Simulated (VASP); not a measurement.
Data:

```yaml
crystal:
  lattice:
    - [4.15171, 0.00000, 0.00000]
    - [-2.07586, 3.59549, 0.00000]
    - [0.00000, 0.00000, 3.72920]
  atoms:
    - { symbol: Tb, position: [0.00000, 0.00000, 0.00000] }
    - { symbol: Cu, position: [0.33333, 0.66667, 0.50000] }
    - { symbol: Ge, position: [0.66667, 0.33333, 0.50000] }
```

These are PBEsol GGA with spin-orbit coupling, VASP's PBE PAW potentials (set 64) (plane waves; VASP) values and carry that method's errors. Numerical set-up: 400 eV cut-off, 8×8×8 Γ-centred mesh, Gaussian smearing of 0.050 eV, potentials Tb_3 Cu Ge_d.

The 4f electrons are frozen in the core of the lanthanide potential, so 4f levels, which can set the real gap, and their magnetism are missing.

Q: Give the energies of bands 28 to 41 at the high-symmetry points, in eV from the Fermi level.

A: 
```csv
band,Γ,M,K,A,L,H
28,-3.17,-3.26,-3.26,-3.37,-3.18,-3.01
29,-0.68,-3.25,-3.23,-2.81,-2.69,-2.79
30,-0.68,-3.25,-3.18,-2.81,-2.69,-2.78
31,-0.63,-0.77,-2.98,1.09,-2.20,-1.88
32,-0.63,-0.77,-2.85,1.09,-2.20,-1.82
33,0.12,-0.17,0.86,1.12,-1.62,-1.63
34,0.12,-0.17,0.88,1.12,-1.62,-1.63
35,1.05,0.21,1.71,1.83,-0.47,-0.23
36,1.05,0.21,1.81,1.83,-0.47,-0.12
37,1.94,3.61,2.36,1.96,3.64,3.58
38,1.94,3.61,2.39,1.96,3.64,3.58
39,3.75,3.75,2.46,2.09,4.29,4.23
40,3.76,3.75,2.65,2.09,4.29,4.35
41,3.90,3.93,3.01,2.24,4.82,5.74
```

It has no gap at this level: it comes out as a metal or semimetal.

The structure comes from a computed database's TbCuGe entry (P-6m2); how it stands against other phases isn't given here. It was relaxed first.
